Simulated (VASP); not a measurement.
Method: PBE GGA, VASP's PBE PAW potentials (set 64) (plane waves; VASP).

The input files of a VASP run:

### POSCAR
```
Al3Sc
4.1063580
  0.9999999454   0.0000000000   0.0000000000
  0.0000000000   0.9999999454   0.0000000000
  0.0000000000   0.0000000000   0.9999999454
Sc Al
1 3
direct
  0.0000000000   0.0000000000   0.0000000000
  0.0000000000   0.5000000000   0.5000000000
  0.5000000000   0.0000000000   0.5000000000
  0.5000000000   0.5000000000   0.0000000000
```

**INCAR**
```
ALGO  =  Normal
EDIFF  =  1E-7
ENCUT  =  530
GGA  =  PE
IBRION  =  6
ISIF  =  3
ISMEAR  =  1
LASPH  =  T
LCHARG  =  F
LMAXMIX  =  4
LREAL  =  F
LWAVE  =  F
NELM  =  100
NFREE  =  2
NSW  =  1
POTIM  =  0.015
PREC  =  Accurate
SIGMA  =  0.1
SYSTEM  =  Al3Sc
```

**KPOINTS**
```
Automatic mesh
0
Gamma
7 7 7
0 0 0
```

POTCAR, in this order: Sc_sv Al (PBE.64 set). Program: vasp_std.

The resulting files:

### OUTCAR
```
 ion  position               nearest neighbor table
   1  0.000  0.000  0.000-   2 2.90   3 2.90   4 2.90   2 2.90   3 2.90   2 2.90   4 2.90   2 2.90
                             3 2.90   4 2.90   3 2.90   4 2.90
   2  0.000  0.500  0.500-   1 2.90   3 2.90   4 2.90   1 2.90   4 2.90   1 2.90   3 2.90   1 2.90
                             3 2.90   4 2.90   4 2.90   3 2.90
   3  0.500  0.000  0.500-   1 2.90   2 2.90   4 2.90   1 2.90   4 2.90   2 2.90   4 2.90   4 2.90
                             1 2.90   2 2.90   1 2.90   2 2.90
   4  0.500  0.500  0.000-   1 2.90   2 2.90   3 2.90   2 2.90   3 2.90   1 2.90   3 2.90   3 2.90
                             1 2.90   2 2.90   2 2.90   1 2.90
  LATTYP: Found a simple cubic cell.
 ALAT       =     4.1063577756
 Subroutine PRICEL returns:
 Original cell was already a primitive cell.
 Subroutine GETGRP returns: Found 48 space group operations
The static configuration has the point symmetry O_h .
The dynamic configuration has the point symmetry O_h .
 Subroutine INISYM returns: Found 48 space group operations
 Subroutine IBZKPT returns following result:
 Found     20 irreducible k-points:

 Following reciprocal coordinates:
            Coordinates               Weight
  0.000000  0.000000  0.000000      1.000000
  0.142857  0.000000  0.000000      6.000000
  0.285714  0.000000  0.000000      6.000000
  0.428571  0.000000  0.000000      6.000000
  0.142857  0.142857  0.000000     12.000000
  0.285714  0.142857  0.000000     24.000000
  0.428571  0.142857  0.000000     24.000000
  0.285714  0.285714  0.000000     12.000000
  0.428571  0.285714  0.000000     24.000000
  0.428571  0.428571  0.000000     12.000000
  0.142857  0.142857  0.142857      8.000000
  0.285714  0.142857  0.142857     24.000000
  0.428571  0.142857  0.142857     24.000000
  0.285714  0.285714  0.142857     24.000000
  0.428571  0.285714  0.142857     48.000000
  0.428571  0.428571  0.142857     24.000000
  0.285714  0.285714  0.285714      8.000000
  0.428571  0.285714  0.285714     24.000000
  0.428571  0.428571  0.285714     24.000000
  0.428571  0.428571  0.428571      8.000000
 Subroutine IBZKPT_HF returns following result:
   k-points           NKPTS =     20   k-points in BZ     NKDIM =     20   number of bands    NBANDS=     14
   number of dos      NEDOS =    301   number of ions     NIONS =      4
   total plane-waves  NPLWV =  32768
   dimension x,y,z NGX =    32 NGY =   32 NGZ =   32
   dimension x,y,z NGXF=    64 NGYF=   64 NGZF=   64
   ions per type =               1   3
   PREC   = accura    normal or accurate (medium, high low for compatibility)
   ISTART =      0    job   : 0-new  1-cont  2-samecut
   ICHARG =      2    charge: 1-file 2-atom 10-const
   ISPIN  =      1    spin polarized calculation?
   LNONCOLLINEAR =      F non collinear calculations
   LSORBIT =      F    spin-orbit coupling
   INIWAV =      1    electr: 0-lowe 1-rand  2-diag
   ENCUT  =  530.0 eV  38.95 Ry    6.24 a.u.   7.71  7.71  7.71*2*pi/ulx,y,z
   NELM   =    100;   NELMIN=  2; NELMDL= -5     # of ELM steps
   EDIFF  = 0.1E-06   stopping-criterion for ELM
   LREAL  =      F    real-space projection
   NLSPLINE    = F    spline interpolate recip. space projectors
   LMAXMIX     =    4 max onsite mixed and CHGCAR
   VOSKOWN=      0    Vosko Wilk Nusair interpolation
   EDIFFG = 0.1E-05   stopping-criterion for IOM
   NSW    =     85    number of steps for IOM
   NBLOCK =      1;   KBLOCK =     85    inner block; outer block
   IBRION =      6    ionic relax: 0-MD 1-quasi-New 2-CG
   NFREE  =      2    steps in history (QN), initial steepest desc. (CG)
   ISIF   =      3    stress and relaxation
   ISYM   =      2    0-nonsym 1-usesym 2-fastsym
   TEIN   =    0.0    initial temperature
   TEBEG  =    0.0;   TEEND  =   0.0 temperature during run
   SMASS  =  -3.00    Nose mass-parameter (am)
   PSTRESS=    0.0 pullay stress
   NELECT =      20.0000    total number of electrons
...
```

OSZICAR:
```
...
DAV:   8    -0.192948186000E+02   -0.94082E-06   -0.28481E-08  2174   0.200E-03    0.153E-04
DAV:   9    -0.192948188082E+02   -0.20824E-06   -0.56901E-09  2234   0.132E-03    0.961E-05
DAV:  10    -0.192948188623E+02   -0.54038E-07   -0.24223E-09  1844   0.803E-04
  10 F= -.19294819E+02 E0= -.19294658E+02  d E =-.482500E-03
       N       E                     dE             d eps       ncg     rms          rms(c)
DAV:   1    -0.193297836102E+02   -0.34965E-01   -0.15080E+00  3650   0.193E+01    0.114E+00
DAV:   2    -0.193053579227E+02    0.24426E-01   -0.42339E-02  4586   0.278E+00    0.630E-01
DAV:   3    -0.192948986104E+02    0.10459E-01   -0.22680E-02  4774   0.178E+00    0.521E-02
DAV:   4    -0.192948399678E+02    0.58643E-04   -0.54240E-04  3714   0.253E-01    0.267E-02
DAV:   5    -0.192948203797E+02    0.19588E-04   -0.42329E-05  4282   0.825E-02    0.103E-02
DAV:   6    -0.192948188717E+02    0.15081E-05   -0.51639E-06  4352   0.266E-02    0.229E-03
DAV:   7    -0.192948189032E+02   -0.31557E-07   -0.30738E-07  3106   0.807E-03
  11 F= -.19294819E+02 E0= -.19294658E+02  d E =-.483214E-03
       N       E                     dE             d eps       ncg     rms          rms(c)
DAV:   1    -0.193008994167E+02   -0.60805E-02   -0.12821E+00  3626   0.178E+01    0.726E-01
DAV:   2    -0.192946990459E+02    0.62004E-02   -0.28387E-02  4548   0.214E+00    0.432E-01
DAV:   3    -0.192939264894E+02    0.77256E-03   -0.12536E-02  4762   0.135E+00    0.578E-02
DAV:   4    -0.192941058547E+02   -0.17937E-03   -0.39120E-04  3870   0.236E-01    0.279E-02
DAV:   5    -0.192947112878E+02   -0.60543E-03   -0.87969E-05  4780   0.116E-01    0.404E-03
DAV:   6    -0.192947885138E+02   -0.77226E-04   -0.43560E-06  3820   0.228E-02    0.266E-03
DAV:   7    -0.192948103694E+02   -0.21856E-04   -0.36570E-07  3668   0.685E-03    0.738E-04
DAV:   8    -0.192948176415E+02   -0.72721E-05   -0.37795E-08  2162   0.221E-03    0.176E-04
DAV:   9    -0.192948185074E+02   -0.86590E-06   -0.81270E-09  2198   0.150E-03    0.768E-05
DAV:  10    -0.192948187952E+02   -0.28779E-06   -0.34794E-09  1868   0.102E-03    0.286E-05
DAV:  11    -0.192948188886E+02   -0.93368E-07   -0.16413E-09  1808   0.730E-04
  12 F= -.19294819E+02 E0= -.19294658E+02  d E =-.482503E-03
       N       E                     dE             d eps       ncg     rms          rms(c)
DAV:   1    -0.193300428296E+02   -0.35224E-01   -0.15825E+00  3614   0.194E+01    0.114E+00
DAV:   2    -0.193052753429E+02    0.24767E-01   -0.41276E-02  4612   0.275E+00    0.627E-01
DAV:   3    -0.192948885926E+02    0.10387E-01   -0.22107E-02  4802   0.176E+00    0.491E-02
DAV:   4    -0.192948361192E+02    0.52473E-04   -0.48856E-04  3628   0.236E-01    0.253E-02
DAV:   5    -0.192948196613E+02    0.16458E-04   -0.35878E-05  4300   0.715E-02    0.832E-03
DAV:   6    -0.192948188860E+02    0.77528E-06   -0.31725E-06  4046   0.199E-02    0.217E-03
DAV:   7    -0.192948189019E+02   -0.15882E-07   -0.23629E-07  2944   0.753E-03
  13 F= -.19294819E+02 E0= -.19294658E+02  d E =-.483068E-03
       N       E                     dE             d eps       ncg     rms          rms(c)
DAV:   1    -0.192879423800E+02    0.68765E-02   -0.16360E+00  1444   0.301E+01    0.476E-01
DAV:   2    -0.192922430820E+02   -0.43007E-02   -0.57232E-02  1408   0.237E+00    0.292E-01
DAV:   3    -0.192954162417E+02   -0.31732E-02   -0.68863E-03  1898   0.103E+00    0.425E-02
DAV:   4    -0.192965815056E+02   -0.11653E-02   -0.30960E-04  1816   0.205E-01    0.118E-02
DAV:   5    -0.192967134171E+02   -0.13191E-03   -0.12584E-05  1746   0.373E-02    0.592E-03
DAV:   6    -0.192968033016E+02   -0.89884E-04   -0.19798E-06  1502   0.141E-02    0.218E-03
DAV:   7    -0.192968419205E+02   -0.38619E-04   -0.38620E-07  1336   0.541E-03    0.401E-04
DAV:   8    -0.192968449734E+02   -0.30529E-05   -0.25618E-08   914   0.222E-03    0.245E-04
DAV:   9    -0.192968464682E+02   -0.14948E-05   -0.58815E-09   788   0.114E-03    0.862E-05
DAV:  10    -0.192968471661E+02   -0.69787E-06   -0.19072E-09   764   0.726E-04    0.415E-05
DAV:  11    -0.192968474741E+02   -0.30798E-06   -0.10255E-09   692   0.664E-04    0.610E-05
DAV:  12    -0.192968475409E+02   -0.66871E-07   -0.46757E-10   638   0.317E-04
  14 F= -.19296848E+02 E0= -.19296369E+02  d E =-.143503E-02
       N       E                     dE             d eps       ncg     rms          rms(c)
DAV:   1    -0.192861905818E+02    0.10657E-01   -0.29158E+00  1336   0.402E+01    0.174E-01
DAV:   2    -0.192965664548E+02   -0.10376E-01   -0.11267E-01  1240   0.336E+00    0.652E-02
DAV:   3    -0.192968444785E+02   -0.27802E-03   -0.39325E-03  1804   0.580E-01    0.343E-02
DAV:   4    -0.192968460750E+02   -0.15966E-05   -0.83411E-05  1430   0.880E-02    0.112E-02
DAV:   5    -0.192968473900E+02   -0.13150E-05   -0.71507E-06  1630   0.293E-02    0.337E-03
DAV:   6    -0.192968475400E+02   -0.15005E-06   -0.75473E-07  1510   0.970E-03    0.961E-04
DAV:   7    -0.192968475543E+02   -0.14245E-07   -0.41619E-08   938   0.290E-03
  15 F= -.19296848E+02 E0= -.19296369E+02  d E =-.143498E-02
       N       E                     dE             d eps       ncg     rms          rms(c)
DAV:   1    -0.192942890262E+02    0.25585E-02   -0.10309E+00  1440   0.238E+01    0.938E-02
DAV:   2    -0.192973477531E+02   -0.30587E-02   -0.33619E-02  1322   0.182E+00    0.452E-02
DAV:   3    -0.192974000254E+02   -0.52272E-04   -0.15801E-03  1760   0.408E-01    0.189E-02
DAV:   4    -0.192974023454E+02   -0.23200E-05   -0.36615E-05  1462   0.630E-02    0.100E-02
DAV:   5    -0.192974027412E+02   -0.39586E-06   -0.26703E-06  1926   0.227E-02    0.332E-03
DAV:   6    -0.192974027705E+02   -0.29270E-07   -0.11432E-07  1022   0.431E-03
  16 F= -.19297403E+02 E0= -.19296924E+02  d E =-.143744E-02
       N       E                     dE             d eps       ncg     rms          rms(c)
DAV:   1    -0.192973349870E+02    0.67754E-04   -0.75299E-02  1126   0.148E+00    0.684E-02
DAV:   2    -0.192974219517E+02   -0.86965E-04   -0.29375E-03  1558   0.511E-01    0.353E-02
DAV:   3    -0.192973981327E+02    0.23819E-04   -0.27374E-04  1362   0.969E-02    0.176E-02
DAV:   4    -0.192974019347E+02   -0.38020E-05   -0.25457E-05  1568   0.514E-02    0.944E-03
DAV:   5    -0.192974027582E+02   -0.82347E-06   -0.19169E-06  1442   0.117E-02    0.143E-03
DAV:   6    -0.192974027593E+02   -0.10864E-08   -0.16752E-07  1046   0.589E-03
  17 F= -.19297403E+02 E0= -.19296924E+02  d E =-.143731E-02
       N       E                     dE             d eps       ncg     rms          rms(c)
DAV:   1    -0.192971764093E+02    0.22635E-03   -0.46281E-02  1792   0.125E+00    0.479E-02
DAV:   2    -0.192972392326E+02   -0.62823E-04   -0.16523E-03  2810   0.403E-01    0.255E-02
DAV:   3    -0.192972123495E+02    0.26883E-04   -0.10599E-04  2076   0.657E-02    0.116E-02
DAV:   4    -0.192972056140E+02    0.67354E-05   -0.20261E-05  2554   0.384E-02    0.421E-03
DAV:   5    -0.192972032133E+02    0.24008E-05   -0.68817E-06  2088   0.178E-02    0.108E-03
DAV:   6    -0.192972031329E+02    0.80325E-07   -0.97564E-07  2394   0.921E-03
  18 F= -.19297203E+02 E0= -.19296725E+02  d E =-.143299E-02
       N       E                     dE             d eps       ncg     rms          rms(c)
DAV:   1    -0.192972290087E+02   -0.25795E-04   -0.72777E-02  1804   0.154E+00    0.739E-02
DAV:   2    -0.192972389431E+02   -0.99344E-05   -0.29284E-03  2688   0.563E-01    0.387E-02
DAV:   3    -0.192971995056E+02    0.39438E-04   -0.28407E-04  1980   0.109E-01    0.162E-02
DAV:   4    -0.192972025575E+02   -0.30519E-05   -0.26544E-05  2636   0.585E-02    0.865E-03
DAV:   5    -0.192972031160E+02   -0.55853E-06   -0.14834E-06  2198   0.133E-02    0.131E-03
DAV:   6    -0.192972030945E+02    0.21502E-07   -0.12945E-07  1806   0.582E-03
  19 F= -.19297203E+02 E0= -.19296725E+02  d E =-.143306E-02
```

OUTCAR:
```
------------------------ aborting loop because EDIFF is reached ----------------------------------------
  FORCE on cell =-STRESS in cart. coord.  units (eV):
  Direction    XX          YY          ZZ          XY          YZ          ZX
  --------------------------------------------------------------------------------------
  Total       -0.0300917     -0.0285333     -0.0283308      0.0000000      0.0000000      0.0000000
  in kB       -0.6962848     -0.6602245     -0.6555406      0.0000000      0.0000000      0.0000000
  external PRESSURE =      -0.6706833 kB  Pullay stress =       0.0000000 kB
  volume of cell :       69.24
      direct lattice vectors                 reciprocal lattice vectors
     4.106357776  0.000000000  0.000000000     0.243524811  0.000000000  0.000000000
     0.000000000  4.106357776  0.000000000     0.000000000  0.243524811  0.000000000
     0.000000000  0.000000000  4.106357776     0.000000000  0.000000000  0.243524811
 POSITION                                       TOTAL-FORCE (eV/Angst)
 -----------------------------------------------------------------------------------
      0.00000      0.00000      0.00000         0.000000     -0.064046      0.000000
      0.00000      2.03818      2.05318         0.000000      0.093623      0.000000
      2.05318      0.00000      2.05318         0.000000     -0.027251      0.000000
      2.05318      2.05318      0.00000         0.000000     -0.002326      0.000000
 -----------------------------------------------------------------------------------
    total drift:                               -0.000035      0.000305     -0.000000
  FREE ENERGIE OF THE ION-ELECTRON SYSTEM (eV)
  ---------------------------------------------------
  free  energy   TOTEN  =       -19.2972030945 eV

  energy  without entropy=      -19.2957700344  energy(sigma->0) =      -19.29672541

   1 f  =    9.936344 THz    62.431889 2PiTHz  331.440749 cm-1    41.093397 meV
             X         Y         Z           dx          dy          dz
      0.000000  0.000000  0.000000     0.551329    0.223461   -0.214166
      0.000000  2.053179  2.053179     0.201233   -0.184828    0.177140
      2.053179  0.000000  2.053179    -0.456014    0.081562    0.177140
      2.053179  2.053179  0.000000    -0.456014   -0.184828   -0.078170

   2 f  =    9.936344 THz    62.431889 2PiTHz  331.440749 cm-1    41.093397 meV
             X         Y         Z           dx          dy          dz
      0.000000  0.000000  0.000000     0.221578   -0.590412   -0.045627
      0.000000  2.053179  2.053179     0.080875    0.488340    0.037739
      2.053179  0.000000  2.053179    -0.183271   -0.215498    0.037739
      2.053179  2.053179  0.000000    -0.183271    0.488340   -0.016654

   3 f  =    9.936344 THz    62.431889 2PiTHz  331.440749 cm-1    41.093397 meV
             X         Y         Z           dx          dy          dz
      0.000000  0.000000  0.000000     0.216114    0.035268    0.593141
      0.000000  2.053179  2.053179     0.078881   -0.029171   -0.490597
      2.053179  0.000000  2.053179    -0.178751    0.012873   -0.490597
      2.053179  2.053179  0.000000    -0.178751   -0.029171    0.216494

   4 f  =    7.609538 THz    47.812139 2PiTHz  253.826874 cm-1    31.470507 meV
             X         Y         Z           dx          dy          dz
      0.000000  0.000000  0.000000    -0.000000   -0.000000   -0.000000
      0.000000  2.053179  2.053179     0.000000    0.341899    0.488563
      2.053179  0.000000  2.053179     0.380015   -0.000000   -0.488563
      2.053179  2.053179  0.000000    -0.380015   -0.341899    0.000000

   5 f  =    7.609538 THz    47.812139 2PiTHz  253.826874 cm-1    31.470507 meV
             X         Y         Z           dx          dy          dz
      0.000000  0.000000  0.000000    -0.000000    0.000000    0.000000
      0.000000  2.053179  2.053179     0.000000   -0.157674    0.488563
      2.053179  0.000000  2.053179    -0.486257   -0.000000   -0.488563
      2.053179  2.053179  0.000000     0.486257    0.157674   -0.000000

   6 f  =    7.609538 THz    47.812139 2PiTHz  253.826874 cm-1    31.470507 meV
             X         Y         Z           dx          dy          dz
      0.000000  0.000000  0.000000    -0.000000    0.000000   -0.000000
      0.000000  2.053179  2.053179     0.000000   -0.598535    0.150377
      2.053179  0.000000  2.053179     0.345171   -0.000000   -0.150377
      2.053179  2.053179  0.000000    -0.345171    0.598535    0.000000

   7 f  =    6.937261 THz    43.588099 2PiTHz  231.402135 cm-1    28.690195 meV
             X         Y         Z           dx          dy          dz
      0.000000  0.000000  0.000000     0.363179   -0.333819   -0.021095
      0.000000  2.053179  2.053179    -0.629400   -0.074151   -0.004686
      2.053179  0.000000  2.053179     0.080672    0.578518   -0.004686
      2.053179  2.053179  0.000000     0.080672   -0.074151    0.036558

   8 f  =    6.937261 THz    43.588099 2PiTHz  231.402135 cm-1    28.690195 meV
             X         Y         Z           dx          dy          dz
      0.000000  0.000000  0.000000    -0.329805   -0.362575    0.059562
      0.000000  2.053179  2.053179     0.571560   -0.080538    0.013230
      2.053179  0.000000  2.053179    -0.073259    0.628353    0.013230
      2.053179  2.053179  0.000000    -0.073259   -0.080538   -0.103223

   9 f  =    6.937261 THz    43.588099 2PiTHz  231.402135 cm-1    28.690195 meV
             X         Y         Z           dx          dy          dz
      0.000000  0.000000  0.000000    -0.055761   -0.029721   -0.489680
      0.000000  2.053179  2.053179     0.096636   -0.006602   -0.108772
      2.053179  0.000000  2.053179    -0.012386    0.051508   -0.108772
      2.053179  2.053179  0.000000    -0.012386   -0.006602    0.848630

  10 f/i=    0.005619 THz     0.035303 2PiTHz    0.187416 cm-1     0.023237 meV
             X         Y         Z           dx          dy          dz
      0.000000  0.000000  0.000000     0.305669    0.137670   -0.494033
      0.000000  2.053179  2.053179     0.237160    0.106791   -0.383222
      2.053179  0.000000  2.053179     0.237107    0.106815   -0.383222
      2.053179  2.053179  0.000000     0.237107    0.106791   -0.383307

  11 f/i=    0.005619 THz     0.035303 2PiTHz    0.187416 cm-1     0.023237 meV
             X         Y         Z           dx          dy          dz
      0.000000  0.000000  0.000000    -0.496481   -0.064739   -0.325224
      0.000000  2.053179  2.053179    -0.385206   -0.050218   -0.252276
      2.053179  0.000000  2.053179    -0.385121   -0.050229   -0.252276
      2.053179  2.053179  0.000000    -0.385121   -0.050218   -0.252332

  12 f/i=    0.005619 THz     0.035303 2PiTHz    0.187416 cm-1     0.023237 meV
             X         Y         Z           dx          dy          dz
      0.000000  0.000000  0.000000     0.128562   -0.577331   -0.081338
      0.000000  2.053179  2.053179     0.099748   -0.447836   -0.063094
      2.053179  0.000000  2.053179     0.099726   -0.447936   -0.063094
      2.053179  2.053179  0.000000     0.099726   -0.447836   -0.063108

...
```
(Selected blocks of OUTCAR.)

The compound is Al3Sc in the L1_2 structure. It was relaxed first.
